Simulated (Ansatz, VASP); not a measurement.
# Two plane-wave programs on KW

```xyz
2
Lattice="2.8416 0.0000 0.0000 -1.4208 2.4609 0.0000 0.0000 0.0000 6.3052" Properties=species:S:1:pos:R:3 pbc="T T T"
K     0.0000    0.0000    0.0000
W     0.0000    1.6406    3.1526
```

Alike in both runs: functional PBE; k mesh 9 × 9 × 4; occupations gaussian, width 0.1 eV; no spin polarisation.

Ansatz relaxed the structure, and its values are those at the end. VASP's run is a single point on that final structure, the one shown.

|  | VASP | Ansatz |
| --- | --- | --- |
| version | VASP 6.6.1 | Ansatz 0.2.0 |
| potentials or method | VASP PAW PBE potentials, release 64 (K_sv, W_sv) | scalar-relativistic, plane waves, PAW |
| plane-wave cutoff (eV) | 520 | 420 |
| valence electrons in the cell | 23 | 23 |

|  | VASP | Ansatz | Ansatz less VASP |
| --- | --- | --- | --- |
| gap on the k mesh at the Fermi level (eV) | none | none | - |
| pressure (GPa) | 0.4 | 0.1 | -0.28 |

A gap of «none» marks a metal or a gap that the smearing closes. The functional is the same, so the differences come from potentials, cutoffs and numerics.

The runs have no spin-orbit coupling, so splittings on W are missing.
